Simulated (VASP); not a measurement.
Data:

```
CELL_PARAMETERS angstrom
      0.00000     2.83706     2.83706
      2.83706     0.00000     2.83706
      2.83706     2.83706     0.00000
ATOMIC_POSITIONS crystal
  Ga 0.00000 0.00000 0.00000
  As 0.25000 0.25000 0.25000
```

Method: revPBE GGA, VASP's PBE PAW potentials (set 64) (plane waves; VASP 6.6.1). Settings: 520 eV cut-off, 8×8×8 Γ-centred mesh, Gaussian smearing of 0.050 eV, potentials Ga_d As.

Q: Give the stress tensor in GPa (positive for a compressed cell).

A: 
```
4.02  0.00  0.00
0.00  4.02  0.00
0.00  0.00  4.02
```
The pressure is its mean diagonal, 4.02 GPa.

The compound is GaAs in the zinc blende structure. This cell is one point of a volume scan, at 0.94 of the reference volume.
